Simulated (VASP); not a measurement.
A VASP calculation is set up with these files.

KPOINTS:
```
Automatic mesh
0
Gamma
5 5 3
0 0 0
```

INCAR:
```
SYSTEM = ZrGe
PREC = Accurate
ENCUT = 300
EDIFF = 1E-6
NELM = 100
ALGO = Normal
LREAL = .FALSE.
LASPH = .TRUE.
ISMEAR = -1
SIGMA = 0.1
GGA = PE
LMAXMIX = 4
LWAVE = .FALSE.
LCHARG = .FALSE.
ISIF = 2
```

### POSCAR
```
ZrGe
1
    4.4972090000     0.0000000000     0.0000000000
   -2.2486040000     3.8946970000     0.0000000000
    0.0000000000     0.0000000000     6.2680080000
Zr Ge
2 2
Direct
 -0.0018860000   0.0024010000  -0.0038490000
  0.0130030000   0.0101070000   0.4978480000
  0.3309790000   0.6597950000   0.2466800000
  0.6579040000   0.3276970000   0.7593210000
```

POTCAR, in this order: Zr_sv Ge_d (PBE.64 set). Program: vasp_std.

### Question
Write an equivalent input for Quantum ESPRESSO's pw.x.

### Answer
One equivalent input (not run):
```
&CONTROL
  calculation = 'scf'
  pseudo_dir = './pseudo'
  outdir = './out'
  tprnfor = .true.
  tstress = .true.
/
&SYSTEM
  ibrav = 0
  nat = 4
  ntyp = 2
  ecutwfc = 78
  occupations = 'smearing'
  smearing = 'fermi-dirac'
  degauss = 0.00735
  input_dft = 'pbe'
/
&ELECTRONS
  conv_thr = 7.3e-08
  electron_maxstep = 100
/
ATOMIC_SPECIES
  Zr 91.224 Zr.upf
  Ge 72.630 Ge.upf
CELL_PARAMETERS angstrom
     4.4972090    0.0000000    0.0000000
    -2.2486040    3.8946970    0.0000000
     0.0000000    0.0000000    6.2680080
ATOMIC_POSITIONS crystal
  Zr  -0.0018860  0.0024010 -0.0038490
  Zr   0.0130030  0.0101070  0.4978480
  Ge   0.3309790  0.6597950  0.2466800
  Ge   0.6579040  0.3276970  0.7593210
K_POINTS automatic
  5 5 3 0 0 0
```
What does not carry over: the potentials are each code's own (VASP's PAW set, PseudoDojo norm-conserving files in pw.x), so ENCUT and ecutwfc are chosen apart and not converted; conv_thr bounds pw.x's estimated SCF error, while EDIFF bounds the energy change between steps.

The structure was generated: ZrGe was put into an ordered model structure, which need not be its known phase. The cell was not relaxed at this level, atoms are displaced from their ideal sites. The k-mesh is coarse (spacing up to 0.33 per Å, 2π included), so the numbers may not be converged in it.
